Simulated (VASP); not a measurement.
Consider the following.

```xyz
2
Lattice="1.6006 0.9241 4.7575 -1.6006 0.9241 4.7575 0.0000 -1.8482 4.7575" Properties=species:S:1:pos:R:3 pbc="T T T"
Mg     0.0000     0.0000     7.1362
Cd     0.0000     0.0000     0.0000
```

These are PBEsol GGA, VASP's PBE PAW potentials (set 64) (plane waves; VASP) values and carry that method's errors. Settings: 400 eV cut-off, 15×15×15 Γ-centred mesh, tetrahedra with Blöchl corrections, potentials Mg Cd.

### Question
Estimate the energy per atom (σ→0), band gap (on the k-mesh) with the smallest direct gap where there is one.

### Answer

```yaml
band gap (on the k-mesh): none (metal, semimetal or under 0.01 eV)
energy per atom (σ→0): -147.6 kJ/mol of atoms
```

Total energies compare only between runs with the same potentials, cut-off and functional.

The structure comes from a computed database's MgCd entry (R-3m); how it stands against other phases isn't given here. It was relaxed first.
